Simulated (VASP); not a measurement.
Given:

```xyz
2
Lattice="0.0000 2.2527 2.2527 2.2527 0.0000 2.2527 2.2527 2.2527 0.0000" Properties=species:S:1:pos:R:3 pbc="T T T"
Ga     0.0000     0.0000     0.0000
N      1.1264     1.1264     1.1264
```

Computed with r2SCAN meta-GGA, VASP's PBE PAW potentials (set 64) (plane waves; VASP). Settings: 600 eV cut-off, 10×10×10 Γ-centred mesh, Gaussian smearing of 0.050 eV, potentials Ga_d N.

Each relaxation starts from this cell; other phases were not tried.

Q: The cell is relaxed at 10 GPa. What happens?

A: The volume per atom goes from 11.43 to 10.93 Å³ (-4.4 %), and the cell becomes a = b = c = 4.4379 Å, α = β = γ = 90.00°, space group F-43m. The gap on the mesh goes from 2.13 to 2.43 eV.

Q: The cell is relaxed at 30 GPa. What happens?

A: The volume per atom goes from 11.43 to 10.15 Å³ (-11.2 %), and the cell becomes a = b = c = 4.3301 Å, α = β = γ = 90.00°, space group F-43m. The gap on the mesh goes from 2.13 to 2.92 eV.

Failed runs are left out, and for metals the shear rows, which the mesh's noise covers.

The compound is GaN in the zinc blende structure, a metastable form; wurtzite is the usual one.
